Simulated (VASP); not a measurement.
Input:

```
CELL_PARAMETERS angstrom
      0.00000     1.76000     1.76000
      1.76000     0.00000     1.76000
      1.76000     1.76000     0.00000
ATOMIC_POSITIONS crystal
  Ni 0.00000 0.00000 0.00000
```
Starting moments (μB, in the order of the record's atoms Ni): 0.8.

The numbers are results of MS2 meta-GGA, VASP's PBE PAW potentials (set 64) (plane waves; VASP), not measurements. Settings: 520 eV cut-off, 16×16×16 Γ-centred mesh, first-order Methfessel-Paxton smearing of 0.10 eV, potentials Ni.

Energy and stress use the plane-wave basis of the starting cell.

Task: The ions, cell shape and volume are relaxed. Give the cell that the relaxation ends in.

Result: 
```
CELL_PARAMETERS angstrom
      0.00000     1.73226     1.73226
      1.73226     0.00000     1.73226
      1.73226     1.73226     0.00000
ATOMIC_POSITIONS crystal
  Ni 0.00000 0.00000 0.00000
```
Space group Fm-3m (225), at a tolerance of 0.03 Å. The cell ends with 0.78 μB, on the sites 0.81 μB.

Task: How do energy and volume change from the first to the last step?

Result: The energy (σ→0) changes by -16.6 meV/atom and the volume by -4.7 %, in 4 ionic steps.

The compound is Ni in the fcc structure. This run relaxes it. Symmetry was kept, so distortions that lower it aren't found.
